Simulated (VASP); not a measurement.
Method: PBEsol GGA, VASP's PBE PAW potentials (set 64) (plane waves; VASP).

VASP input:

File POSCAR:
```
CuAu
3.5522880
  0.7956220507   0.0000000000   0.0000000000
  0.0000000000   0.7956220507   0.0000000000
  0.0000000000   0.0000000000   0.9999999990
Cu Au
1 1
Cart
  0.0000000000   0.0000000000   0.9999999990
  0.4048487430   0.3978110254   0.4999999995
```

INCAR:
```
LMAXMIX = 6
GGA = PS
LCHARG = .FALSE.
ISMEAR = 1   # Methfessel-Paxton
SIGMA = 0.1   # width (eV)
EDIFF = 1E-7   # SCF stop (eV)
ISIF = 2   # forces and stress, cell fixed
LWAVE = .FALSE.
SYSTEM = CuAu
LREAL = .FALSE.
NELM = 100   # most electronic steps
LASPH = .TRUE.   # aspherical one-centre terms
ALGO = Normal
ENCUT = 480   # plane-wave cut-off (eV)
PREC = Accurate
```

KPOINTS:
```
Automatic mesh
0
Gamma
12 12 10
0 0 0
```

POTCAR, in this order: Cu Au (PBE.64 set). Program: vasp_std.

The resulting files:

**OSZICAR**
```
       N       E                     dE             d eps       ncg     rms          rms(c)
DAV:   1     0.124339950863E+03    0.12434E+03   -0.10939E+04  9233   0.199E+03
DAV:   2    -0.526000514510E+01   -0.12960E+03   -0.12367E+03  9079   0.323E+02
DAV:   3    -0.953603226593E+01   -0.42760E+01   -0.41969E+01 11083   0.690E+01
DAV:   4    -0.958031329614E+01   -0.44281E-01   -0.44270E-01 10127   0.601E+00
DAV:   5    -0.958159369812E+01   -0.12804E-02   -0.12804E-02 13278   0.112E+00    0.130E+01
DAV:   6    -0.900224534474E+01    0.57935E+00   -0.11376E+01  9027   0.101E+02    0.603E+00
DAV:   7    -0.841987054994E+01    0.58237E+00   -0.39538E+00 10989   0.105E+02    0.598E+00
DAV:   8    -0.837206395003E+01    0.47807E-01   -0.26498E-01 12805   0.122E+01    0.300E+00
DAV:   9    -0.836097740055E+01    0.11087E-01   -0.52299E-02 13361   0.686E+00    0.228E-01
DAV:  10    -0.836006098626E+01    0.91641E-03   -0.74486E-03 13586   0.221E+00    0.764E-02
DAV:  11    -0.836007184520E+01   -0.10859E-04   -0.24065E-04 12751   0.437E-01    0.307E-02
DAV:  12    -0.836006448173E+01    0.73635E-05   -0.28952E-05 12809   0.157E-01    0.383E-03
DAV:  13    -0.836006420318E+01    0.27855E-06   -0.10495E-06 13733   0.250E-02    0.335E-03
DAV:  14    -0.836006421012E+01   -0.69444E-08   -0.23235E-07  6571   0.170E-02
   1 F= -.83600642E+01 E0= -.83601318E+01  d E =0.202757E-03
```

**OUTCAR**
```
------------------------ aborting loop because EDIFF is reached ----------------------------------------
  FORCE on cell =-STRESS in cart. coord.  units (eV):
  Direction    XX          YY          ZZ          XY          YZ          ZX
  --------------------------------------------------------------------------------------
  Total        0.0674547      0.0731057      0.0012372      0.0000000      0.0000000      0.0000000
  in kB        3.8087684      4.1278480      0.0698549      0.0000000      0.0000000      0.0000000
  external PRESSURE =       2.6688238 kB  Pullay stress =       0.0000000 kB
  volume of cell :       28.38
      direct lattice vectors                 reciprocal lattice vectors
     2.826278663  0.000000000  0.000000000     0.353822152  0.000000000  0.000000000
     0.000000000  2.826278663  0.000000000     0.000000000  0.353822152  0.000000000
     0.000000000  0.000000000  3.552287997     0.000000000  0.000000000  0.281508707
 POSITION                                       TOTAL-FORCE (eV/Angst)
 -----------------------------------------------------------------------------------
      0.00000      0.00000      0.00000         0.105431      0.000000      0.000000
      1.43814      1.41314      1.77614        -0.105431      0.000000      0.000000
 -----------------------------------------------------------------------------------
    total drift:                                0.000013      0.000000     -0.000001
  FREE ENERGIE OF THE ION-ELECTRON SYSTEM (eV)
  ---------------------------------------------------
  free  energy   TOTEN  =        -8.3600642101 eV

  energy  without entropy=       -8.3602669674  energy(sigma->0) =       -8.36013180
```
(Selected blocks of OUTCAR.)

The compound is CuAu in the L1_0 structure. This cell was strained or had an atom moved on purpose.
